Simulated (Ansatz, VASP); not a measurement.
**Rb3Ba: VASP beside Ansatz**

The input INCAR:

```
ALGO = Normal
EDIFF = 1E-6
ENCUT = 520
GGA = PE
ISIF = 2
ISMEAR = 0
LASPH = True
LCHARG = False
LREAL = False
LWAVE = False
NBANDS = 26
NELM = 100
PREC = Accurate
SIGMA = 0.1
```

File KPOINTS:

```
k-points
0
Gamma
  2 2 2
```

The input POSCAR:

```
Rb3Ba
1.0
    0.0000000000      5.5144300000      5.5144300000
    5.5144300000      0.0000000000      5.5144300000
    5.5144300000      5.5144300000      0.0000000000
Rb Ba
3 1
Direct
    0.2500000000      0.2500000000      0.2500000000
    0.7500000000      0.7500000000      0.7500000000
    0.5000000000      0.5000000000      0.5000000000
    0.0000000000      0.0000000000      0.0000000000
```

Input for Ansatz:

```yaml
crystal:
  lattice:
    - [0.0, 5.51443, 5.51443]
    - [5.51443, 0.0, 5.51443]
    - [5.51443, 5.51443, 0.0]
  atoms:
    - { symbol: Rb, position: [0.25, 0.25, 0.25] }
    - { symbol: Rb, position: [0.75, 0.75, 0.75] }
    - { symbol: Rb, position: [0.5, 0.5, 0.5] }
    - { symbol: Ba, position: [0.0, 0.0, 0.0] }
basis:
  ecutwfc: 420
kpoints:
  mp_grid: { grid: [2, 2, 2] }
hamiltonian:
  xc: pbe
scf:
  occupations: { method: gaussian, width: 0.1 }
output:
  forces: true
  stress: true
  eigenvalues: true
```

The cell comes from a database or a generator and needn't be the stable form of this composition.

Alike in both runs: task single point; functional PBE; k mesh 2 × 2 × 2; occupations gaussian, width 0.1 eV; no spin polarisation.

|  | VASP | Ansatz |
| --- | --- | --- |
| version | VASP 6.6.1 | Ansatz 0.2.0 |
| potentials or method | VASP PAW PBE potentials, release 64 (Rb_sv, Ba_sv) | scalar-relativistic, plane waves, PAW |
| plane-wave cutoff (eV) | 520 | 420 |
| valence electrons in the cell | 37 | 37 |

|  | VASP | Ansatz | Ansatz less VASP |
| --- | --- | --- | --- |
| gap on the k mesh at the Fermi level (eV) | none | none | - |
| pressure (GPa) | -0.2 | -0.2 | 0.00 |

A gap of «none» marks a metal or a gap that the smearing closes. With one functional, cell and mesh, what is left measures potentials, basis and numerics.

Caveats: the k mesh is coarse (spacing up to 0.49 Å⁻¹), so the values aren't converged. Spin-orbit coupling is left out, which matters for the levels of Ba.
